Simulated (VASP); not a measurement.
Method: PBE GGA, VASP's PBE PAW potentials (set 64) (plane waves; VASP).

The input files of a VASP run:

**POSCAR**
```
KTaO3
1
    4.0288805202     0.0000000000     0.0000000000
    0.0000000000     4.0288805202     0.0000000000
    0.0000000000     0.0000000000     4.0288805202
K Ta O
1 1 3
Direct
  0.0000000000   0.0000000000   0.0000000000
  0.5000000000   0.5000000000   0.5000000000
  0.5000000000   0.0000000000   0.5000000000
  0.0000000000   0.5000000000   0.5000000000
  0.5000000000   0.5000000000   0.0000000000
```

KPOINTS:
```
k-points along high-symmetry lines
15
Line-mode
Reciprocal
  0.000000   0.000000   0.000000 ! GAMMA
  0.000000   0.500000   0.000000 ! X

  0.000000   0.500000   0.000000 ! X
  0.500000   0.500000   0.000000 ! M

  0.500000   0.500000   0.000000 ! M
  0.000000   0.000000   0.000000 ! GAMMA

  0.000000   0.000000   0.000000 ! GAMMA
  0.500000   0.500000   0.500000 ! R

  0.500000   0.500000   0.500000 ! R
  0.000000   0.500000   0.000000 ! X

  0.500000   0.500000   0.500000 ! R
  0.500000   0.500000   0.000000 ! M
```

### INCAR
```
SYSTEM=KTaO3
PREC=Accurate; ENCUT=520; LREAL=F
LASPH=T; ICHARG=11
EDIFF=1E-7; NELM=100; ALGO=Normal
LMAXMIX=6
ISMEAR=0; SIGMA=0.05
GGA=PE
LWAVE=F; LCHARG=F; LORBIT=11
```

POTCAR, in this order: K_sv Ta_pv O (PBE.64 set). Program: vasp_std. Read from the step before: CHGCAR.

Question: What will the output report for the number of irreducible k-points (NKPTS), largest plane-wave count, number of space-group operations, FFT grid (NGX, NGY, NGZ)?

Answer: 
number of irreducible k-points (NKPTS): 90
largest plane-wave count: 1791
number of space-group operations: 48
FFT grid (NGX, NGY, NGZ): 30 × 30 × 30

The compound is KTaO3 in the cubic perovskite structure. It was relaxed first.
